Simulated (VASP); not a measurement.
Method: r2SCAN meta-GGA, VASP's PBE PAW potentials (set 64) (plane waves; VASP).

VASP ran on this input.

### KPOINTS
```
Automatic mesh
0
Gamma
10 10 8
0 0 0
```

### INCAR
```
ALGO=Normal
EDIFF=1E-7
ENCUT=600
ISIF=2
ISMEAR=1
LASPH=T
LCHARG=F
LMAXMIX=6
LMIXTAU=T
LREAL=F
LWAVE=F
METAGGA=R2SCAN
NELM=100
PREC=Accurate
SIGMA=0.1
SYSTEM=HfB2
```

### POSCAR
```
HfB2
3.4821230
  0.4497285726  -0.7789528035   0.0000000000
  0.4497285726   0.7789528035   0.0000000000
  0.0000000000   0.0000000000   0.9999999532
Hf B
1 2
Direct
  0.0000000000   0.0000000000   0.0000000000
  0.3333330000   0.6666670000   0.5000000000
  0.6804923462   0.3195076538   0.5000000000
```

POTCAR, in this order: Hf_pv B (PBE.64 set). Program: vasp_std.

Unless said otherwise, spin-orbit coupling is left out, though it shifts the bands of the heavy elements here.

Predict the energy per atom (σ→0), largest force, band gap (on the k-mesh).

| Property | Result |
|---|---|
| energy per atom (σ→0) | -21.015 eV/atom |
| band gap (on the k-mesh) | none (metal, semimetal or under 0.01 eV) |
| largest force | 1.200 eV/Å |

### OSZICAR
```
...
DAV:  13    -0.630439991205E+02   -0.93492E-03   -0.93922E-04  4316   0.326E-01    0.559E-02
DAV:  14    -0.630438344575E+02    0.16466E-03   -0.22710E-04  4264   0.178E-01    0.141E-01
DAV:  15    -0.630439440256E+02   -0.10957E-03   -0.33287E-05  4328   0.587E-02    0.791E-02
DAV:  16    -0.630439849601E+02   -0.40934E-04   -0.37015E-05  4384   0.618E-02    0.310E-03
DAV:  17    -0.630439861065E+02   -0.11464E-05   -0.16021E-06  4708   0.131E-02    0.292E-03
DAV:  18    -0.630439859069E+02    0.19954E-06   -0.59489E-08  2652   0.256E-03    0.107E-03
DAV:  19    -0.630439858965E+02    0.10437E-07   -0.72734E-08  2232   0.330E-03
   1 F= -.63043986E+02 E0= -.63044072E+02  d E =0.258826E-03
```

The compound is HfB2 in the AlB2 type structure. This cell was strained or had an atom moved on purpose.
